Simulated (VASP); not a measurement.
Consider the following.

```xyz
1
Lattice="-2.7245 2.7245 2.7245 2.7245 -2.7245 2.7245 2.7245 2.7245 -2.7245" Properties=species:S:1:pos:R:3 pbc="T T T"
K      0.0000     0.0000     0.0000
```

Method: PBEsol GGA, VASP's PBE PAW potentials (set 64) (plane waves; VASP). Run with 180 eV cut-off, 6×6×6 Γ-centred mesh, Gaussian smearing of 0.20 eV, potentials K_sv.

At this cut-off the stress carries a Pulay error, which pulls relaxed volumes low.  Energy and stress use the plane-wave basis of the starting cell.

The ions, cell shape and volume are relaxed. Which structure does the run end with?

```xyz
1
Lattice="-2.5164 2.5164 2.5164 2.5164 -2.5164 2.5164 2.5164 2.5164 -2.5164" Properties=species:S:1:pos:R:3 pbc="T T T"
K      0.0000     0.0000     0.0000
```
Space group Im-3m (229), at a tolerance of 0.03 Å.

How do energy and volume change from the first to the last step?

The energy (σ→0) changes by -151.8 meV/atom and the volume by -21.2 %, in 3 ionic steps.

The structure comes from a computed database's K entry; how it stands against other phases isn't given here. This run relaxes it. Symmetry was kept, so distortions that lower it aren't found. The run is one of a series of settings (EDIFFG = -0.01, ENCUT = 180, GGA = PS, IBRION = 2, ISIF = 3, NSW = 50, SIGMA = 0.2, KPOINTS 6×6×6 Γ-centred mesh, POTCAR K_sv (PBE.64 set) against the base run), some of them coarse on purpose.
